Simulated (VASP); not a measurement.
The system is WC.

```
W C
1.0
     2.90650    0.00000    0.00000
    -1.45325    2.51710    0.00000
     0.00000    0.00000    2.83660
W C
1 1
Cartesian
  0.0000 0.0000 0.0000
  1.4533 0.8390 1.4183
```

- Program: VASP 6.6.1
- Task: relaxation of cell and atoms
- Functional: PBE
- Potentials or basis: VASP PAW PBE potentials, release 64 (W_sv, C)
- Cutoff: 520 eV
- k mesh: 6 × 6 × 6
- Occupations: gaussian, width 0.1 eV
- Spin: no spin polarisation

At the start: pressure 6.8 GPa; volume 10.38 Å³/atom.

Problem. Where does the relaxation end?

Solution. Over 9 steps the energy falls by 4.0 meV/atom and the volume is 10.56 Å³/atom (+1.8 %); space group P-6m2 (No. 187, to 0.05 Å).

The path:
| step | energy change (eV) | largest force (eV/Å) | pressure (GPa) | volume (Å³) |
| --- | --- | --- | --- | --- |
| 1 | 0.0000 | 0.0000 | 6.79 | 20.75 |
| 2 | 0.0426 | 0.0000 | -15.89 | 22.10 |
| 3 | -0.0078 | 0.0000 | -0.24 | 21.13 |
| 4 | -0.0078 | 0.0000 | -0.10 | 21.12 |
| 5 | -0.0078 | 0.0000 | 0.13 | 21.11 |
| 6 | -0.0080 | 0.0000 | 0.03 | 21.12 |
| 7 | -0.0080 | 0.0000 | 0.02 | 21.12 |
| 8 | -0.0080 | 0.0000 | -0.04 | 21.12 |
| 9 | -0.0080 | 0.0000 | 0.00 | 21.12 |

Final structure:
```yaml
crystal:
  lattice:
    - [2.92780, 0.00000, 0.00000]
    - [-1.46390, 2.53555, 0.00000]
    - [0.00000, 0.00000, 2.84465]
  atoms:
    - { symbol: W, position: [0.00000, 0.00000, 0.00000] }
    - { symbol: C, position: [0.66667, 0.33333, 0.50000] }
```

Caveat: the k mesh is coarse (spacing up to 0.42 Å⁻¹), so the values aren't converged.
